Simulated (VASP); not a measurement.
Li (bcc) is relaxed at rising pressure, each step from the one before. Symmetry mostly holds the structure type, and other phases were not tried. The mesh follows the cell, and a change of mesh leaves a small step in the series.

Given:

```xyz
1
Lattice="-1.7141 1.7141 1.7141 1.7141 -1.7141 1.7141 1.7141 1.7141 -1.7141" Properties=species:S:1:pos:R:3 pbc="T T T"
Li     0.0000     0.0000     0.0000
```

These are PBE GGA, VASP's PBE PAW potentials (set 64) (plane waves; VASP) values and carry that method's errors. Settings: 620 eV cut-off, 15×15×15 Γ-centred mesh, first-order Methfessel-Paxton smearing of 0.10 eV, potentials Li_sv.

| P (GPa) | V (Å³/atom) | H − H(0) (eV/atom) | space group | gap on the mesh (eV) | k-mesh |
|---|---|---|---|---|---|
| 0 | 20.14 | 0.000 | Im-3m | 0.00 | 15×15×15 |
| 5 | 15.72 | 0.554 | Im-3m | 0.00 | 16×16×16 |
| 10 | [?] | [?] | Im-3m | 0.00 | 17×17×17 |
| 20 | 11.47 | 1.803 | Im-3m | 0.00 | 18×18×18 |
| 30 | 10.17 | 2.481 | Im-3m | 0.00 | 19×19×19 |
| 45 | [?] | [?] | Im-3m | 0.00 | 19×19×19 |

Question: Fill in the missing entries.

Answer: 
- 10, V (Å³/atom): 13.75
- 10, H − H(0) (eV/atom): 1.017
- 45, V (Å³/atom): 8.88
- 45, H − H(0) (eV/atom): 3.374

Pressures at which the relaxation failed are left out.

The compound is Li in the bcc structure.
